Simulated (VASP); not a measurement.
Consider the following.

```
Fe3Ga
1.0
    3.63577     0.00000     0.00000
    0.00000     3.63577     0.00000
    0.00000     0.00000     3.63577
Ga Fe
1 3
Direct
  0.00000   0.00000   0.00000
  0.00000   0.50000   0.47250
  0.50000   0.00000   0.50000
  0.50000   0.50000   0.00000
```

Computed with r2SCAN meta-GGA, VASP's PBE PAW potentials (set 64) (plane waves; VASP). Run with 480 eV cut-off, 8×8×8 Γ-centred mesh, first-order Methfessel-Paxton smearing of 0.10 eV, potentials Ga_d Fe.

The run has a spin-polarised start.

### Question
Give the force on each atom (eV/Å).

### Answer

```csv
atom,Fx,Fy,Fz
Ga1,0.000,0.000,-0.518
Fe2,0.000,0.000,1.125
Fe3,0.000,0.000,-0.095
Fe4,0.000,0.000,-0.512
```

### Question
Give the stress tensor in GPa (positive for a compressed cell).

### Answer

```
1.13  0.00  0.00
0.00  1.27  0.00
0.00  0.00  1.08
```
The pressure is its mean diagonal, 1.16 GPa.

The structure comes from a computed database's GaFe3 entry (Pm-3m); how it stands against other phases isn't given here. This cell was strained or had an atom moved on purpose.
